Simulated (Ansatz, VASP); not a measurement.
# SnO (Romarchite): VASP beside Ansatz, part 2 of 2

Wanted: the spread between two codes on one cell, functional and k mesh. The cell is taken from a series of runs on this material, whose earlier steps may have relaxed, scaled, displaced or heated it; both programs get it as it stands.

VASP 6.6.1 and Ansatz 0.2.0.

So far: Set-up; VASP: zone-centre phonons, PBE with D3(BJ).

### 3. Ansatz: zone-centre phonons, PBE with D3(BJ)

Level of this step: Ansatz beside VASP: Kohn-Sham DFT, plane waves, PBE with D3(BJ) (Ansatz).

Ansatz runs on its PAW soft_1 files.

The same cell, functional, mesh and smearing now go to Ansatz, which takes its cutoff from its data sets.

input.yaml

```yaml
crystal:
  lattice:
    - [3.7990015358, 0.0, 0.0]
    - [0.0, 3.7990015358, 0.0]
    - [0.0, 0.0, 4.5635557947]
  atoms:
    - { symbol: O, position: [0.0, 0.0, 0.0] }
    - { symbol: O, position: [0.5, 0.5, 0.0] }
    - { symbol: Sn, position: [0.5, 0.0, 0.2541624796] }
    - { symbol: Sn, position: [0.0, 0.5, 0.7458375204] }
kpoints:
  mp_grid: { grid: [12, 12, 10] }
hamiltonian:
  xc: pbe
  dispersion: d3bj
  pseudopotentials: { kind: paw, azcp: { folder: soft_1 } }
scf:
  occupations: { method: methfessel_paxton, width: 0.2 }
output:
  eigenvalues: true
phonons:
  method: dfpt
```

The run is started by

```console
> ansatz run input.yaml --threads 8 --pin off --max-ram 16384MiB --backend cpu --events-out ev --progress --plain --runs-dir out
```

Numbers of over 12 decimals in the logs are rounded to 6 here.

The log of the run:

```text
zone centre: on kpoints.mp_grid the ground state, and the responses unless they are solved on pairs of k-points, stand on 294 of the mesh's 1440 k-points, reduced under 4 symmetry operations, with k and −k counted as one. Each operation leaves every solved displacement unchanged or reverses it
Engine: ansatz 0.2.0, aarch64-unknown-linux-gnu
Pseudopotentials: kind: paw
Pseudopotential: O, paw, valence charge 6, recommended cutoff 420 eV (normal), soft_1/O.paw.azcp
Pseudopotential: Sn, paw, valence charge 14, recommended cutoff 420 eV (normal), soft_1/Sn.paw.azcp
Functional definition: PBE
  parameter kappa = 0.804
  parameter beta = 0.066725
  exchange = pbe_x(kappa = kappa, mu = beta*pi^2/3)
  correlation = pbe_c(beta = beta)
Crystal: 4 atoms, lattice volume = 65.863 Å³
Basis set: ecut = 420 eV, 1295 PW (Γ), exchange–correlation on 60×60×64 points (8 copies of the dense FFT grid, shifted against one another)
Bands: 24, of which v1, the nominal top of the filled ones, is band 20 counted from 1 (19 counted from 0)
Symmetry: 16 space group operations
k-points: 294 of 1440 (irreducible under 4 space group operations, time reversal used)
Non-local potential: O, projectors of the file, l = 0: 2, l = 1: 2, l = 2: 1
Non-local potential: Sn, projectors of the file, l = 0: 2, l = 1: 2, l = 2: 2, l = 3: 1
PAW form: soft (Blöchl's): semilocal exchange-correlation on the pseudo side does not see the compensation charge
PAW one-centre angular grid: O, 110 points (default); XC on 64 Gauss nodes
PAW one-centre angular grid: Sn, 590 points (default); XC on 64 Gauss nodes
Initial density: superposition of atomic densities (chi_scale 0.1, normalization cell, long waves kept (reshape's long-wave potential 0.12 eV rms))
Initial wavefunctions: pseudopotential atomic-orbital guess
Functional: x = pbe(κ = 0.804, μ = 0.219515), c = pbe(β = 0.066725)
SCF iter   1: F=—  HF=-13184.937759 eV  |F-HF|=—  |Δ(HF+E_count)|=         —  Δρ=4.86e-2  dr2=2.00e0  ethr=3.10e-3  ⟨swp⟩=5.4  Hψ=31412  notcnv=0
preconditioner: auto → Kerker (q_TF=auto, 2.511 Å⁻¹)  [metal: Δε(μ)=0.085 eV  Ē_g=18.514 eV  σ=0.200 eV  W_gap=0.35  n_scr=18 (ndim 8)  ℏωp=28.9 eV  f_vac=0.000  D(μ)=0.41/eV (n_scr^D=0)]
SCF iter   2: F=—  HF=-13184.613642 eV  |F-HF|=—  |Δ(HF+E_count)|=   3.24e-1  S|Δr|=    0.00e0  Δρ=2.64e-2  dr2=7.28e-1  ethr=3.10e-3  ⟨swp⟩=3.0  Hψ=16060  notcnv=0
SCF iter   3: F=—  HF=-13184.477245 eV  |F-HF|=—  |Δ(HF+E_count)|=   1.36e-1  S|Δr|=    0.00e0  Δρ=1.53e-2  dr2=1.90e-1  ethr=1.82e-3  ⟨swp⟩=2.6  Hψ=13906  notcnv=0
SCF iter   4: F=—  HF=-13184.449939 eV  |F-HF|=—  |Δ(HF+E_count)|=   2.73e-2  S|Δr|=    0.00e0  Δρ=5.04e-3  dr2=2.20e-2  ethr=4.74e-4  ⟨swp⟩=2.3  Hψ=10881  notcnv=0
SCF iter   5: F=—  HF=-13184.448815 eV  |F-HF|=—  |Δ(HF+E_count)|=   1.12e-3  S|Δr|=    0.00e0  Δρ=1.45e-3  dr2=2.47e-3  ethr=5.50e-5  ⟨swp⟩=2.7  Hψ=12753  notcnv=0
SCF iter   6: F=—  HF=-13184.449360 eV  |F-HF|=—  |Δ(HF+E_count)|=   5.46e-4  S|Δr|=    0.00e0  Δρ=6.15e-4  dr2=3.64e-4  ethr=6.19e-6  ⟨swp⟩=3.0  Hψ=13016  notcnv=0
SCF iter   7: F=—  HF=-13184.449462 eV  |F-HF|=—  |Δ(HF+E_count)|=   1.02e-4  S|Δr|=    0.00e0  Δρ=1.92e-4  dr2=3.19e-5  ethr=9.10e-7  ⟨swp⟩=2.7  Hψ=13251  notcnv=0
SCF iter   8: F=—  HF=-13184.449475 eV  |F-HF|=—  |Δ(HF+E_count)|=   1.34e-5  S|Δr|=    0.00e0  Δρ=7.02e-5  dr2=2.96e-6  ethr=7.98e-8  ⟨swp⟩=2.8  Hψ=12868  notcnv=0
SCF iter   9: F=—  HF=-13184.449475 eV  |F-HF|=—  |Δ(HF+E_count)|=   1.17e-7  S|Δr|=    0.00e0  Δρ=2.54e-5  dr2=3.60e-7  ethr=7.39e-9  ⟨swp⟩=2.1  Hψ=12710  notcnv=0
SCF iter  10: F=—  HF=-13184.449475 eV  |F-HF|=—  |Δ(HF+E_count)|=   1.23e-8  S|Δr|=    0.00e0  Δρ=4.70e-6  dr2=1.06e-8  ethr=9.01e-10  ⟨swp⟩=2.0  Hψ=12187  notcnv=0
SCF iter  11: F=—  HF=-13184.449475 eV  |F-HF|=—  |Δ(HF+E_count)|=   1.04e-8  S|Δr|=    0.00e0  Δρ=9.42e-7  dr2=3.40e-10  ethr=2.64e-11  ⟨swp⟩=2.0  Hψ=9415  notcnv=0
SCF iter  12: F=—  HF=-13184.449475 eV  |F-HF|=—  |Δ(HF+E_count)|=  7.46e-10  S|Δr|=    0.00e0  Δρ=2.96e-7  dr2=4.26e-11  ethr=1.00e-12  ⟨swp⟩=2.1  Hψ=12723  notcnv=0
SCF iter  13: F=-13184.449475 eV  HF=-13184.449475 eV  |F-HF|=0.00e0  |Δ(HF+E_count)|=  2.91e-11  S|Δr|=    0.00e0  Δρ=7.00e-8  dr2=2.26e-12  ethr=1.00e-12  ⟨swp⟩=6.8  Hψ=33415  notcnv=0
SCF 1 converged in 13 iterations: F = -13184.449475 eV  dr2 = 2.26e-12
  greatest PAW one-centre occupation: 0.994 electrons in one spin orbital (limit 2), on the Sn atom at site 3 (counted from 0), in its partial waves of l = 2
DFPT response loops at Γ: preconditioner auto → Kerker (q_TF=auto, 2.511 Å⁻¹) (partly filled bands, converged f_vac=0.004); β = 1.00, the filter's whole step (`scf.mixing.beta` (0.50) is not read by the response loops under this deck's `scf.mixing.preconditioner`; to damp them name `kerker` or `kerker_dos`, under which they read `scf.mixing.beta`, and type it under 1.00, their step now; both keys bind the ground state too); Broyden in place of MSR1
SCF converged after 13 iterations
Stability not checked: this state was not tested for a lower state beside it, because cold or Methfessel-Paxton smearing, or corrected tetrahedra, fill the levels in a way that the test cannot read (fill_not_monotonic; see scf.lower_state_search)
Free energy (F): -13184.449475 eV
Harris-Foulkes:  -13184.449475 eV  (|F-HF|=0.00e0)
Internal energy: -13184.448892 eV  (E = F + TS)
E sigma→0 (E₀):  -13184.449329 eV
Entropy (-TS):   -0.000584 eV (-0.146 meV/atom)
Fermi energy:    10.925204 eV
--- Per-component energies (eV) ---
  E_band       = -149.230480
  E_kinetic    = 673.969550
  E_local      = -2731.911163  (includes V_loc(G=0)·N_el)
  E_nonlocal   = 395.293271
  E_hartree    = 1295.154478
  E_xc         = -395.324527
  E_vxc        = -343.710710  (∫ρ·V_xc dr)
  E_paw        = -9064.237626  (= ΣΔE_a)
  E_vpaw       = -733.182409  (= ΣTr[D̂ρ^β])
  E_aug_tail   = 0.002064  (compensation charges beyond the density's cutoff)
  E_ewald      = -3356.394037
  E_disp       = -1.000901  (pairwise vdW)
  E_smearing   = -0.000584  (= −TS)
  E_closure    = -0.000000  (closes the sum)
  Σ components = -13184.449475   (vs F -13184.449475, Δ=0.00e0)
--- Band table (eV; the first three rows and the last of 294) ---
  k-point 0: bands = [... 16 lower, 7.4251, 7.7537, 7.7537, 10.9429, 13.3899, 15.2091, 15.2091, 16.1604]
  k-point 1: bands = [... 16 lower, 7.4139, 7.7525, 7.7525, 10.9049, 13.2029, 14.8975, 14.8975, 16.0821]
  k-point 2: bands = [... 16 lower, 7.3851, 7.7486, 7.7486, 10.7226, 12.8489, 14.3369, 14.3369, 15.6608]
  k-point 293: bands = [... 16 lower, 7.8746, 7.8746, 8.4125, 8.4125, 13.1012, 13.1012, 15.5762, 15.5762]
--- Phonons (Γ-DFPT): 4 representative perturbations + reference, on 294 of 1440 k-points (Σ response iterations 14) ---
  k mesh reduced under 4 symmetry operations, with k and −k counted as one. Each operation leaves every solved displacement unchanged or reverses it
  ASR residual: 2.743e-5 → 0.000e0 eV/Å²; symmetrization residual: 2.751e-6 eV/Å²
  pairwise dispersion correction: d3bj (s6 = 1.0, s8 = 0.7875, a1 = 0.4289, a2_bohr = 4.4407), with the weights of each atom's references fixed at the reference crystal's, and the forces and stress that the weights' published response gives there kept as a pressure on the atom's counted neighbours (hamiltonian.dispersion)
  ASR residual per site (eV/Å²): 2.74e-5 2.74e-5 1.05e-5 1.05e-5
  Γ frequencies (cm⁻¹): 0.00 0.00 0.00 116.81 116.81 206.90 271.91 271.91 352.58 358.89 471.96 471.96
  non-analytic LO–TO correction: not included (Born effective charges unavailable; polar crystals: no LO–TO splitting at Γ)
```

### 4. Comparison

Known differences besides the potentials themselves: the cutoff is 420 eV in Ansatz and 600 eV in VASP; Ansatz takes the dispersion share of the force constants at frozen C6 weights, VASP differentiates the full forces; VASP uses finite displacements, Ansatz perturbation theory. Total energies have different zeros and are not compared.

The two programs side by side:

```tsv
quantity	Ansatz	VASP	difference
optical mode 1 to 2 (cm⁻¹)	116.8	118.3	-1.27 %
optical mode 3 (cm⁻¹)	206.9	208.0	-0.55 %
optical mode 4 to 5 (cm⁻¹)	271.9	276.8	-1.76 %
optical mode 6 (cm⁻¹)	352.6	356.1	-0.98 %
optical mode 7 (cm⁻¹)	358.9	360.9	-0.56 %
optical mode 8 to 9 (cm⁻¹)	472.0	474.4	-0.52 %
```

Modes are paired by rising frequency, not by their patterns, so a pair may set unlike modes beside each other; they are those without the splitting of longitudinal modes.

### 5. Results

```yaml
r_m_s_difference_of_the_optical_zone_centre_modes_each_program_s_sorted_by_frequency_zone_centre_phonons_pbe_with_d3_bj: 3.0 cm⁻¹
difference_in_optical_mode_4_to_5_zone_centre_phonons_pbe_with_d3_bj: -1.8 %
```

In words: The r.m.s. difference of the optical zone-centre modes, each program's sorted by frequency is 3.0 cm⁻¹ (zone-centre phonons, PBE with D3(BJ)). Among the rows given in per cent, the largest difference of the zone-centre phonons, PBE with D3(BJ) pair is in optical mode 4 to 5, -1.8 %. How closely two codes agree says nothing of how well the functional describes the real material.

[Lines on the potential files, build, host, timing and source positions are cut from VASP's logs without a mark.]

[Logs are printed without paths, hosts, clocks, repeated set-up lines and the standing remarks that a program may print on its own settings, such as how far it seeks lower states.]

[Hosts, paths, dates, database ids (printed as entryN), source tags and the programs' standing remarks are cut or masked in the printed files.]
